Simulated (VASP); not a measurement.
# GW-BSE spectrum of WS2 (Tungstenite)

Aim: the optical spectrum of WS2 (Tungstenite) with the electron-hole interaction. The cell has space group P6_3/mmc. The start is a cell from a database of measured crystal structures.

Program: VASP 6.6.1. Level of theory: LDA, no spin polarisation; plane waves and PAW (W, S), in the first sound run; inputs show where later runs differ. Results are calculated unless marked as measured.

The database entry behind the starting cell differs from later determinations by our own check (an axis about 1.4 % long against later determinations), so it need not match the best structure at ambient conditions.

## (1) Set-up

The structure is hexagonal, space group P6_3/mmc (No. 194). The conventional cell has a = 3.180 Å, b = 3.180 Å, c = 12.500 Å, α = 90.00°, β = 90.00°, γ = 120.00°. Nearest to W lie 6 S at 2.41 Å. Nearest to S lie 3 W at 2.41 Å. Farther neighbours and most contacts between anions are not listed.

## (2) Relaxation

The atoms are relaxed first inside the given cell, which is kept (ISIF = 2), since band edges depend on the positions.

Contents of INCAR:

```
SYSTEM = WS2
PREC = Accurate
ENCUT = 400
EDIFF = 1E-06
NELM = 100
ISMEAR = 0
SIGMA = 0.05
LREAL = .FALSE.
ALGO = Normal
GGA = CA
NBANDS = 24
LASPH = .TRUE.
LWAVE = .FALSE.
LCHARG = .FALSE.
KPAR = 8
IBRION = 2
NSW = 60
ISIF = 2
EDIFFG = -0.01
```

Contents of POSCAR:

```
WS2
1.0
    3.1800000000      0.0000000000      0.0000000000
   -1.5900000000      2.7539607840      0.0000000000
    0.0000000000      0.0000000000     12.5000000000
W S
2 4
Direct
    0.3333333333      0.6666666667      0.2500000000
    0.6666666667      0.3333333333      0.7500000000
    0.3333333333      0.6666666667      0.6250000000
    0.6666666667      0.3333333333      0.1250000000
    0.3333333333      0.6666666667      0.8750000000
    0.6666666667      0.3333333333      0.3750000000
```

Contents of KPOINTS:

```
Automatic mesh
0
Gamma
7 7 2
0 0 0
```

Potentials, in the order of the species: W and S (PBE family, release 64).

Command:

```bash
mpirun -np 8 vasp_std
```

The program printed:

```text
[banner, memory and clock lines left out]
running    8 mpi-ranks, on    1 nodes
 distrk:  each k-point on    1 cores,    8 groups
 distr:  one band on    1 cores,    1 groups

 POSCAR found type information on POSCAR W S
 POSCAR found :  2 types and       6 ions
|                                                                             |
|           W    W    AA    RRRRR   N    N  II  N    N   GGGG   !!!           |
|           W    W   A  A   R    R  NN   N  II  NN   N  G    G  !!!           |
|           W    W  A    A  R    R  N N  N  II  N N  N  G       !!!           |
|           W WW W  AAAAAA  RRRRR   N  N N  II  N  N N  G  GGG   !            |
|           WW  WW  A    A  R   R   N   NN  II  N   NN  G    G                |
|           W    W  A    A  R    R  N    N  II  N    N   GGGG   !!!           |
|                                                                             |
|     For optimal performance we recommend to set                             |
|       NCORE = 2 up to number-of-cores-per-socket                            |
|     NCORE specifies how many cores store one orbital (NPAR=cpu/NCORE).      |
|     This setting can greatly improve the performance of VASP for DFT.       |
|     The default, NCORE=1 might be grossly inefficient on modern             |
|     multi-core architectures or massively parallel machines. Do your        |
|     Unfortunately you need to use the default for GW and RPA                |
|     calculations (for HF NCORE is supported but not extensively tested      |
|     yet).                                                                   |
|                                                                             |

|                                                                             |
|               ----> ADVICE to this user running VASP <----                  |
|                                                                             |
|     You enforced a specific xc type in the INCAR file but a different       |
|     [... a line on the potential file left out ...]
|     I HOPE YOU KNOW WHAT YOU ARE DOING!                                     |
|                                                                             |

 LDA part: xc-table for (Slater(with rela. corr.)+CA(PZ))
 , standard interpolation
 POSCAR, INCAR and KPOINTS ok, starting setup
 FFT: planning ... GRIDC
 FFT: planning ... GRID_SOFT
 FFT: planning ... GRID
 WAVECAR not read
 entering main loop
       N       E                     dE             d eps       ncg     rms          rms(c)
DAV:   1     0.155476498857E+03    0.15548E+03   -0.13996E+04   768   0.108E+03
DAV:   2    -0.432457550148E+02   -0.19872E+03   -0.19052E+03  1072   0.252E+02
DAV:   3    -0.552602250606E+02   -0.12014E+02   -0.11925E+02  1040   0.628E+01
DAV:   4    -0.555335598427E+02   -0.27333E+00   -0.27287E+00  1040   0.105E+01
DAV:   5    -0.555395873593E+02   -0.60275E-02   -0.60241E-02  1064   0.134E+00    0.419E+01
DAV:   6    -0.531477861383E+02    0.23918E+01   -0.10829E+01  1144   0.162E+01    0.183E+01
DAV:   7    -0.528551490138E+02    0.29264E+00   -0.36080E+00  1032   0.106E+01    0.945E+00
DAV:   8    -0.527007070032E+02    0.15444E+00   -0.47217E-01  1088   0.447E+00    0.142E+00
DAV:   9    -0.526938843065E+02    0.68227E-02   -0.79101E-02  1072   0.150E+00    0.523E-01
DAV:  10    -0.526922349524E+02    0.16494E-02   -0.14074E-02  1096   0.684E-01    0.361E-01
DAV:  11    -0.526921577402E+02    0.77212E-04   -0.15778E-03  1088   0.232E-01    0.133E-01
DAV:  12    -0.526920813697E+02    0.76370E-04   -0.31646E-04  1088   0.115E-01    0.577E-02
DAV:  13    -0.526920793519E+02    0.20178E-05   -0.32665E-05  1056   0.296E-02    0.875E-03
DAV:  14    -0.526920790442E+02    0.30769E-06   -0.28934E-06   888   0.930E-03
   1 F= -.52692079E+02 E0= -.52692079E+02  d E =-.526921E+02
 curvature:   0.00 expect dE= 0.000E+00 dE for cont linesearch  0.000E+00
 trial: gam= 0.00000 g(F)=  0.139E-01 g(S)=  0.000E+00 ort = 0.000E+00 (trialstep = 0.100E+01)
 search vector abs. value=  0.139E-01
 bond charge predicted
       N       E                     dE             d eps       ncg     rms          rms(c)
DAV:   1    -0.526959884373E+02   -0.39091E-02   -0.75784E-01   768   0.412E+00    0.596E-01
DAV:   2    -0.526993176969E+02   -0.33293E-02   -0.42540E-02   992   0.137E+00    0.668E-01
DAV:   3    -0.526992973572E+02    0.20340E-04   -0.61168E-04   992   0.156E-01    0.538E-01
DAV:   4    -0.526992516973E+02    0.45660E-04   -0.14086E-03   936   0.187E-01    0.107E-01
DAV:   5    -0.526991896457E+02    0.62052E-04   -0.28843E-04   928   0.968E-02    0.324E-02
DAV:   6    -0.526991817150E+02    0.79307E-05   -0.20487E-05  1032   0.251E-02    0.365E-02
DAV:   7    -0.526991716600E+02    0.10055E-04   -0.25935E-05   944   0.247E-02    0.870E-03
DAV:   8    -0.526991714437E+02    0.21637E-06   -0.71875E-06   896   0.133E-02
   2 F= -.52699171E+02 E0= -.52699171E+02  d E =-.709240E-02
 trial-energy change:   -0.007092  1 .order   -0.007056   -0.013863   -0.000249
 step:   1.0180(harm=  1.0183)  dis= 0.01316  next Energy=   -52.699174 (dE=-0.709E-02)
 reached required accuracy - stopping structural energy minimisation
```

Run time: 12 s. Hardware: 8 MPI ranks of AMD EPYC 9R14 (Zen 4), shared host; peak memory 1.4 GiB.

Lines that name or quote the potential files are left out of all logs, and their timing lines are given in words.

Parts of OUTCAR (step 2):

```text
ion  position               nearest neighbor table
   1  0.333  0.667  0.250-   4 2.41   6 2.41   4 2.41   6 2.41   4 2.41   6 2.41
   2  0.667  0.333  0.750-   3 2.41   5 2.41   3 2.41   5 2.41   3 2.41   5 2.41
   3  0.333  0.667  0.625-   2 2.41   2 2.41   2 2.41
   4  0.667  0.333  0.125-   1 2.41   1 2.41   1 2.41
   5  0.333  0.667  0.875-   2 2.41   2 2.41   2 2.41
   6  0.667  0.333  0.375-   1 2.41   1 2.41   1 2.41

  LATTYP: Found a hexagonal cell.
 ALAT       =     3.1800000000
 C/A-ratio  =     3.9308176101

 Subroutine GETGRP returns: Found 24 space group operations
 (whereof 12 operations were pure point group operations)

The static configuration has the point symmetry D_3d.
 The point group associated with its full space group is D_6h.

 Found     16 irreducible k-points:

   k-points           NKPTS =     16   k-points in BZ     NKDIM =     16   number of bands    NBANDS=     24

   dimension x,y,z NGX =    24 NGY =   24 NGZ =   84
   dimension x,y,z NGXF=    48 NGYF=   48 NGZF=  168

   ENCUT  =  400.0 eV  29.40 Ry    5.42 a.u.   5.19  5.19 20.38*2*pi/ulx,y,z

   NELECT =      36.0000    total number of electrons

 k-points in reciprocal lattice and weights: Automatic mesh
   0.00000000  0.00000000  0.00000000       0.010
   0.14285714  0.00000000  0.00000000       0.061
   0.28571429  0.00000000  0.00000000       0.061
   0.42857143  0.00000000  0.00000000       0.061
   0.14285714  0.14285714  0.00000000       0.061
   0.28571429  0.14285714  0.00000000       0.122
   0.42857143  0.14285714  0.00000000       0.061
   0.28571429  0.28571429  0.00000000       0.061
   0.00000000  0.00000000  0.50000000       0.010
[...]
0.42857143  0.14285714  0.50000000       0.061
   0.28571429  0.28571429  0.50000000       0.061

 average (electrostatic) potential at core
       1 -39.9438       2 -39.9438       3 -86.0386       4 -86.0386       5 -86.0386
       6 -86.0386

 E-fermi :   6.0802

 k-point     1 :       0.0000    0.0000    0.0000
  band No.  band energies     occupation
    ...
     14       3.5197      2.00000
     15       3.5197      2.00000
     16       4.3315      2.00000
     17       4.7289      2.00000
     18       5.8653      2.00000
     19       8.0910      0.00000
     20       8.0910      0.00000
     21       8.0987      0.00000
     22       8.0987      0.00000
     23       8.2376      0.00000
    ...

 k-point     2 :       0.1429    0.0000    0.0000
  band No.  band energies     occupation
    ...
     14       3.0540      2.00000
     15       3.5719      2.00000
     16       4.4904      2.00000
     17       4.6952      2.00000
     18       5.2387      2.00000
     19       7.5659      0.00000
     20       7.8972      0.00000
     21       7.9417      0.00000
     22       8.1117      0.00000
     23       8.1132      0.00000
    ...

 k-point     3 :       0.2857    0.0000    0.0000
  band No.  band energies     occupation
    ...
     14       3.2588      2.00000
     15       3.3293      2.00000
     16       3.8567      2.00000
     17       4.0219      2.00000
     18       4.2058      2.00000
     19       7.2826      0.00000
     20       7.6445      0.00000
     21       7.8120      0.00000
     22       8.1665      0.00000
     23       8.3374      0.00000
    ...

  Total       -3.3160427     -3.3160427     -0.8324131      0.0000000      0.0000000     -0.0000000
  in kB      -48.5328523    -48.5328523    -12.1830105      0.0000000      0.0000000     -0.0000000
  external PRESSURE =     -36.4162383 kB  Pullay stress =       0.0000000 kB

  energy-cutoff  :      400.00
  volume of cell :      109.47
      direct lattice vectors                 reciprocal lattice vectors
     3.180000000  0.000000000  0.000000000     0.314465409  0.181556688  0.000000000
    -1.590000000  2.753960784  0.000000000     0.000000000  0.363113377  0.000000000
     0.000000000  0.000000000 12.500000000     0.000000000  0.000000000  0.080000000

 POSITION                                       TOTAL-FORCE (eV/Angst)
 -----------------------------------------------------------------------------------
     -0.00000      1.83597      3.12500        -0.000000      0.000000      0.000000
      1.59000      0.91799      9.37500        -0.000000      0.000000      0.000000
     -0.00000      1.83597      7.82543         0.000000      0.000000      0.004805
      1.59000      0.91799      1.57543        -0.000000     -0.000000      0.004805
     -0.00000      1.83597     10.92457         0.000000     -0.000000     -0.004805
      1.59000      0.91799      4.67457        -0.000000      0.000000     -0.004805
 -----------------------------------------------------------------------------------
    total drift:                               -0.000000      0.000000     -0.000000

  FREE ENERGIE OF THE ION-ELECTRON SYSTEM (eV)
  ---------------------------------------------------
  free  energy   TOTEN  =       -52.6991714437 eV

  energy  without entropy=      -52.6991714437  energy(sigma->0) =      -52.69917144

 reached required accuracy - stopping structural energy minimisation

[... 3 further parts left out ...]
```

CONTCAR:

```
WS2
   1.00000000000000
     3.1800000000000002    0.0000000000000000    0.0000000000000000
    -1.5900000000000001    2.7539607840000002    0.0000000000000000
     0.0000000000000000    0.0000000000000000   12.5000000000000000
  W               S
     2     4
Direct
     0.3333333332999970    0.6666666667000030    0.2500000000000000
     0.6666666667000030    0.3333333332999970    0.7500000000000000
     0.3333333332999970    0.6666666667000030    0.6260344508569085
     0.6666666667000030    0.3333333332999970    0.1260344508569085
     0.3333333332999970    0.6666666667000030    0.8739655491430915
     0.6666666667000030    0.3333333332999970    0.3739655491430915
```

The PAW data sets were made with PBE, though LDA sets exist; this is a small mismatch. The data set W keeps the semicore shell frozen, which is cheaper and a little less accurate. The run keeps the 24 symmetry operations of its start, so it cannot find a distortion of lower symmetry.

Relaxation path:

| step | energy less that of the first step (eV) | largest force (eV/Å) |
| --- | --- | --- |
| 1 | 0.0000 | 0.2680 |
| 2 | -0.0071 | 0.0048 |

The atoms that moved most (Å):

| atom | dx | dy | dz | length |
| --- | --- | --- | --- | --- |
| S3 | 0.000 | 0.000 | 0.013 | 0.013 |
| S5 | 0.000 | 0.000 | -0.013 | 0.013 |
| S6 | 0.000 | 0.000 | -0.013 | 0.013 |
| S4 | 0.000 | 0.000 | 0.013 | 0.013 |

The relaxed structure:

```xyz
6
Lattice="3.1800 0.0000 0.0000 -1.5900 2.7540 0.0000 0.0000 0.0000 12.5000" Properties=species:S:1:pos:R:3 pbc="T T T"
W     0.0000    1.8360    3.1250
W     1.5900    0.9180    9.3750
S     0.0000    1.8360    7.8254
S     1.5900    0.9180    1.5754
S     0.0000    1.8360   10.9246
S     1.5900    0.9180    4.6746
```

This step gave:

| Item | Value |
| --- | --- |
| free energy (TOTEN) | -52.6992 eV |
| Fermi energy | 6.080 eV |
| pressure | -3.642 GPa |

At LDA, with these data sets, the largest force is down to 0.0048 eV/Å.

(Part 1 of 4 ends here.)

[Lines on the potential files, build, host, timing and source positions are cut from VASP's logs without a mark.]

[Logs are printed without paths, hosts, clocks, repeated set-up lines and the standing remarks that a program may print on its own settings, such as how far it seeks lower states.]

[Hosts, paths, dates, database ids (printed as entryN), source tags and the programs' standing remarks are cut or masked in the printed files.]

[Pressures printed for these runs are not shown converged in the cutoff: they can be off by several GPa and have the wrong sign.]
